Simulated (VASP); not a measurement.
**KBeCl3: single point with PBE**

Crystal: KBeCl3.

```
K Be Cl
1.0
     4.95425    0.00000    0.00000
     0.00000    4.95425    0.00000
     0.00000    0.00000    4.95425
K Be Cl
1 1 3
Direct
  0.00000 0.00000 0.00000
  0.50000 0.50000 0.50000
  0.50000 0.00000 0.00000
  0.00000 0.50000 0.00000
  0.00000 0.00000 0.50000
```

The cell was built by a generator and needn't be a form met in nature.

The cell isn't the ideal one: species swapped into the Lu3PbC type (Pm-3m, No. 221).

```yaml
Program: VASP 6.6.1
Task: single point
Functional: PBE
Potentials_or_basis: VASP PAW PBE potentials, release 64 (K_sv, Be, Cl)
Cutoff: 520 eV
k_mesh: 4 × 4 × 4
Occupations: gaussian, width 0.1 eV
Spin: no spin polarisation
Dipole_correction: no
Further_INCAR_settings: ALGO = Normal; EDIFF = 1e-06; NBANDS = 24
```

```yaml
Pressure: 12.1 GPa
Band_gap_on_the_k_mesh: none (metal or under the smearing width)
```

Levels at points of the mesh, in eV from the Fermi level:
```csv
k point,band 13,band 14,band 15,band 16,band 17,band 18,band 19,band 20
"(0.00, 0.00, 0.00)",-1.20,-1.02,0.06,0.06,0.06,3.99,3.99,3.99
"(0.50, 0.00, 0.00)",-1.53,-1.43,-0.03,-0.03,0.63,2.60,3.53,3.53
"(0.50, 0.50, 0.00)",-1.66,-1.62,-0.47,-0.17,0.29,3.00,3.46,3.46
"(0.50, 0.50, 0.50)",-1.60,-0.85,-0.45,-0.45,-0.45,3.97,3.97,3.97
```

It took 41 s on 1 thread of AMD EPYC 7R43 64-Core Processor (Zen 3), on a shared host, peak memory 0.2 GiB.
